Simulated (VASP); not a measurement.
Crystal: CdSb2O4.

```
Cd Sb O
1.0
     0.00000    4.19521    4.19521
     4.19521    0.00000    4.19521
     4.19521    4.19521    0.00000
Cd Sb O
1 2 4
Direct
  0.00000 0.00000 0.00000
  0.50000 0.50000 0.50000
  0.75000 0.75000 0.75000
  0.12788 0.61635 0.12788
  0.12788 0.12788 0.12788
  0.61635 0.12788 0.12788
  0.12788 0.12788 0.61635
```

The cell was built by a generator and needn't be a form met in nature.

```yaml
Program: VASP 6.6.1
Task: relaxation of cell and atoms
Functional: PBE
Potentials_or_basis: VASP PAW PBE potentials, release 64 (Cd, Sb, O)
Cutoff: 520 eV
k_mesh: 3 × 3 × 3
Occupations: gaussian, width 0.15 eV
Spin: no spin polarisation
```

At the start: pressure 1.9 GPa; volume 21.10 Å³/atom.

Problem. Where does the relaxation end?

Solution. Over 5 steps the energy falls by 386.3 meV/atom and the volume is 16.64 Å³/atom (-21.1 %); space group F-43m (No. 216, to 0.05 Å).

The path:
```
step  energy change (eV)  largest force (eV/Å)  pressure (GPa)  volume (Å³)
   1              0.0000                3.9400            1.87       147.67
   2             -1.1945                0.2785           -8.91       152.99
   3             -1.1965                0.3824           -8.27       152.67
   4             -2.3269                0.4281           -5.63       131.45
   5             -2.7044                0.0418            0.50       116.46
```

Final structure:
```
Cd Sb O
1.0
     0.00000    3.87600    3.87600
     3.87600    0.00000    3.87600
     3.87600    3.87600    0.00000
Cd Sb O
1 2 4
Cartesian
  0.0000 0.0000 0.0000
  3.8760 3.8760 3.8760
  5.8140 5.8140 5.8140
  2.6954 1.1806 2.6954
  1.1806 1.1806 1.1806
  1.1806 2.6954 2.6954
  2.6954 2.6954 1.1806
```

Caveat: the k mesh is coarse (spacing up to 0.43 Å⁻¹), so the values aren't converged; the volume moved by over 15 % at a fixed basis, so the end points are rough; the relaxation stopped at a loose force limit of 0.08 eV/Å, so its end isn't a converged minimum.
